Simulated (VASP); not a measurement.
Method: r2SCAN+rVV10, VASP's PBE PAW potentials (set 64) (plane waves; VASP).

The input files of a VASP run:

**INCAR**
```
SYSTEM = PbSe
PREC = Accurate
ENCUT = 520
EDIFF = 1E-6
NELM = 100
ALGO = Normal
LREAL = .FALSE.
LASPH = .TRUE.
ISMEAR = 0
SIGMA = 0.05
METAGGA = R2SCAN
LUSE_VDW = .TRUE.
BPARAM = 11.95
CPARAM = 0.0093
LMIXTAU = .TRUE.
LMAXMIX = 4
LWAVE = .FALSE.
LCHARG = .FALSE.
IBRION = 2
ISIF = 3
NSW = 60
EDIFFG = -0.01
```

File POSCAR:
```
PbSe
1
    0.0000000000     3.0600000000     3.0600000000
    3.0600000000     0.0000000000     3.0600000000
    3.0600000000     3.0600000000     0.0000000000
Pb Se
1 1
Direct
  0.0000000000   0.0000000000   0.0000000000
  0.5000000000   0.5000000000   0.5000000000
```

**KPOINTS**
```
Automatic mesh
0
Gamma
7 7 7
0 0 0
```

POTCAR, in this order: Pb_d Se (PBE.64 set). Program: vasp_std.

Output

OUTCAR:
```
 ion  position               nearest neighbor table
   1  0.000  0.000  0.000-   2 3.06   2 3.06   2 3.06   2 3.06   2 3.06   2 3.06
   2  0.500  0.500  0.500-   1 3.06   1 3.06   1 3.06   1 3.06   1 3.06   1 3.06
  LATTYP: Found a face centered cubic cell.
 ALAT       =     6.1200000000
 Subroutine PRICEL returns:
 Original cell was already a primitive cell.
 Subroutine GETGRP returns: Found 48 space group operations
The static configuration has the point symmetry O_h .
The dynamic configuration has the point symmetry O_h .
 Subroutine INISYM returns: Found 48 space group operations
 Subroutine IBZKPT returns following result:
 Found     20 irreducible k-points:

 Following reciprocal coordinates:
            Coordinates               Weight
  0.000000  0.000000  0.000000      1.000000
  0.142857  0.000000  0.000000      8.000000
  0.285714  0.000000  0.000000      8.000000
  0.428571  0.000000  0.000000      8.000000
  0.142857  0.142857  0.000000      6.000000
  0.285714  0.142857  0.000000     24.000000
  0.428571  0.142857  0.000000     24.000000
 -0.428571  0.142857  0.000000     24.000000
 -0.285714  0.142857  0.000000     24.000000
 -0.142857  0.142857  0.000000     12.000000
  0.285714  0.285714  0.000000      6.000000
  0.428571  0.285714  0.000000     24.000000
 -0.428571  0.285714  0.000000     24.000000
 -0.285714  0.285714  0.000000     12.000000
  0.428571  0.428571  0.000000      6.000000
 -0.428571  0.428571  0.000000     12.000000
  0.428571  0.285714  0.142857     24.000000
 -0.428571  0.285714  0.142857     48.000000
 -0.428571  0.428571  0.142857     24.000000
 -0.285714  0.428571  0.142857     24.000000
   k-points           NKPTS =     20   k-points in BZ     NKDIM =     20   number of bands    NBANDS=     14
   number of dos      NEDOS =    301   number of ions     NIONS =      2
   total plane-waves  NPLWV =  32768
   dimension x,y,z NGX =    32 NGY =   32 NGZ =   32
...
```

**OSZICAR**
```
       N       E                     dE             d eps       ncg     rms          rms(c)
DAV:   1     0.955338010257E+02    0.95534E+02   -0.97465E+03   560   0.147E+03
DAV:   2    -0.633842415535E+02   -0.15892E+03   -0.15573E+03   584   0.358E+02
DAV:   3    -0.758704435258E+02   -0.12486E+02   -0.12369E+02   752   0.107E+02
DAV:   4    -0.761366531224E+02   -0.26621E+00   -0.26612E+00   596   0.189E+01
DAV:   5    -0.761469458249E+02   -0.10293E-01   -0.10293E-01   786   0.368E+00    0.300E+00
DAV:   6    -0.712008645128E+02    0.49461E+01   -0.25275E+00   674   0.314E+01    0.224E+00
DAV:   7    -0.713123122316E+02   -0.11145E+00   -0.82677E-01   560   0.112E+01    0.124E+00
DAV:   8    -0.712787626509E+02    0.33550E-01   -0.79702E-01   560   0.650E+00    0.597E-01
DAV:   9    -0.713879478060E+02   -0.10919E+00   -0.10416E-01   572   0.278E+00    0.421E-01
DAV:  10    -0.713856599765E+02    0.22878E-02   -0.37564E-02   614   0.164E+00    0.642E-02
DAV:  11    -0.714071059507E+02   -0.21446E-01   -0.54092E-02   560   0.216E+00    0.955E-02
DAV:  12    -0.714100323741E+02   -0.29264E-02   -0.11949E-03   650   0.324E-01    0.665E-02
DAV:  13    -0.714116343025E+02   -0.16019E-02   -0.63718E-04   632   0.307E-01    0.338E-02
DAV:  14    -0.714129879357E+02   -0.13536E-02   -0.19876E-03   560   0.452E-01    0.207E-02
DAV:  15    -0.714130240199E+02   -0.36084E-04   -0.65774E-05   644   0.982E-02    0.103E-02
DAV:  16    -0.714130415800E+02   -0.17560E-04   -0.50582E-05   602   0.101E-01    0.620E-03
DAV:  17    -0.714130422091E+02   -0.62912E-06   -0.52539E-06   638   0.166E-02
   1 F= -.71413042E+02 E0= -.71413042E+02  d E =-.714130E+02
       N       E                     dE             d eps       ncg     rms          rms(c)
DAV:   1    -0.714719688294E+02   -0.58927E-01   -0.20251E+00   686   0.271E+01    0.132E+00
DAV:   2    -0.714210959521E+02    0.50873E-01   -0.11233E-01   680   0.613E+00    0.495E-01
DAV:   3    -0.714135561241E+02    0.75398E-02   -0.34065E-02   694   0.346E+00    0.891E-02
DAV:   4    -0.714141338177E+02   -0.57769E-03   -0.20877E-03   560   0.540E-01    0.741E-02
DAV:   5    -0.714122461131E+02    0.18877E-02   -0.36894E-03   560   0.609E-01    0.322E-02
DAV:   6    -0.714141097699E+02   -0.18637E-02   -0.39512E-03   560   0.628E-01    0.141E-02
DAV:   7    -0.714142990858E+02   -0.18932E-03   -0.35589E-04   560   0.164E-01    0.439E-03
DAV:   8    -0.714143166152E+02   -0.17529E-04   -0.67016E-05   560   0.751E-02    0.428E-03
DAV:   9    -0.714143253485E+02   -0.87333E-05   -0.17238E-05   560   0.372E-02    0.174E-03
DAV:  10    -0.714143290484E+02   -0.36998E-05   -0.14055E-06   436   0.186E-02    0.483E-04
DAV:  11    -0.714143284539E+02    0.59444E-06   -0.10658E-07   280   0.493E-03
   2 F= -.71414328E+02 E0= -.71414328E+02  d E =-.128624E-02
       N       E                     dE             d eps       ncg     rms          rms(c)
DAV:   1    -0.714203800788E+02   -0.60510E-02   -0.19619E-01   686   0.820E+00    0.417E-01
DAV:   2    -0.714152792918E+02    0.51008E-02   -0.11284E-02   680   0.197E+00    0.155E-01
DAV:   3    -0.714145733155E+02    0.70598E-03   -0.32744E-03   686   0.108E+00    0.293E-02
DAV:   4    -0.714146209252E+02   -0.47610E-04   -0.19731E-04   560   0.167E-01    0.239E-02
DAV:   5    -0.714144900019E+02    0.13092E-03   -0.31780E-04   560   0.180E-01    0.967E-03
DAV:   6    -0.714146370977E+02   -0.14710E-03   -0.29295E-04   560   0.173E-01    0.405E-03
DAV:   7    -0.714146477642E+02   -0.10667E-04   -0.24983E-05   560   0.443E-02    0.135E-03
DAV:   8    -0.714146476229E+02    0.14128E-06   -0.91835E-06   560   0.292E-02
   3 F= -.71414648E+02 E0= -.71414648E+02  d E =-.160541E-02
```

### OUTCAR
```
------------------------ aborting loop because EDIFF is reached ----------------------------------------
  FORCE on cell =-STRESS in cart. coord.  units (eV):
  Direction    XX          YY          ZZ          XY          YZ          ZX
  --------------------------------------------------------------------------------------
  Total       -0.0021754     -0.0021754     -0.0021754     -0.0000000      0.0000000      0.0000000
  in kB       -0.0600530     -0.0600530     -0.0600530     -0.0000000      0.0000000      0.0000000
  external PRESSURE =      -0.0600530 kB  Pullay stress =       0.0000000 kB
  volume of cell :       58.04
      direct lattice vectors                 reciprocal lattice vectors
     0.000000000  3.072981930  3.072981930    -0.162708409  0.162708409  0.162708409
     3.072981930  0.000000000  3.072981930     0.162708409 -0.162708409  0.162708409
     3.072981930  3.072981930  0.000000000     0.162708409  0.162708409 -0.162708409
  FREE ENERGIE OF THE ION-ELECTRON SYSTEM (eV)
  ---------------------------------------------------
  free  energy   TOTEN  =       -71.4146476229 eV

  energy  without entropy=      -71.4146476229  energy(sigma->0) =      -71.41464762

 reached required accuracy - stopping structural energy minimisation
```
(Selected blocks of OUTCAR.)

### CONTCAR
```
PbSe
   1.00000000000000
     0.0000000000000000    3.0729819300438130    3.0729819300438130
     3.0729819300438130    0.0000000000000000    3.0729819300438130
     3.0729819300438130    3.0729819300438130    0.0000000000000000
  Pb              Se
     1     1
Direct
     0.0000000000000000    0.0000000000000000    0.0000000000000000
     0.5000000000000000    0.5000000000000000    0.5000000000000000
```

The compound is PbSe in the rock salt structure. This run relaxes it. Symmetry was kept, so distortions that lower it aren't found.
